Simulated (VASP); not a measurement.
Given:

```
CELL_PARAMETERS angstrom
      1.84211    -3.19062     0.00000
      1.84211     3.19062     0.00000
      0.00000     0.00000     6.04421
ATOMIC_POSITIONS crystal
  Pt 0.00000 0.00000 0.00000
  Se 0.33333 0.66667 0.21199
  Se 0.66667 0.33333 0.78801
```

Level of theory: PW91 GGA, VASP's PBE PAW potentials (set 64) (plane waves; VASP). Settings: 520 eV cut-off, 7×7×4 Γ-centred mesh, Gaussian smearing of 0.050 eV, potentials Pt Se.

Without a dispersion term in the relaxation, distances and binding between the weakly bound layers, chains or molecules are unreliable, and so is what depends on them.

Q: The ions and cell shape at fixed volume are relaxed. What does this cell relax into?

A: 
```
CELL_PARAMETERS angstrom
      1.88130    -3.25851     0.00000
      1.88130     3.25851     0.00000
      0.00000     0.00000     5.79499
ATOMIC_POSITIONS crystal
  Pt 0.00000 0.00000 0.00000
  Se 0.33333 0.66667 0.22562
  Se 0.66667 0.33333 0.77438
```
Space group P-3m1 (164), at a tolerance of 0.03 Å.

Q: How much energy does the relaxation gain?

A: The energy (σ→0) changes by -29.2 meV/atom, in 6 ionic steps.

The compound is PtSe2 in the 1T layered structure. This cell is one point of a volume scan, at 0.94 of the reference volume. Symmetry was kept, so distortions that lower it aren't found.
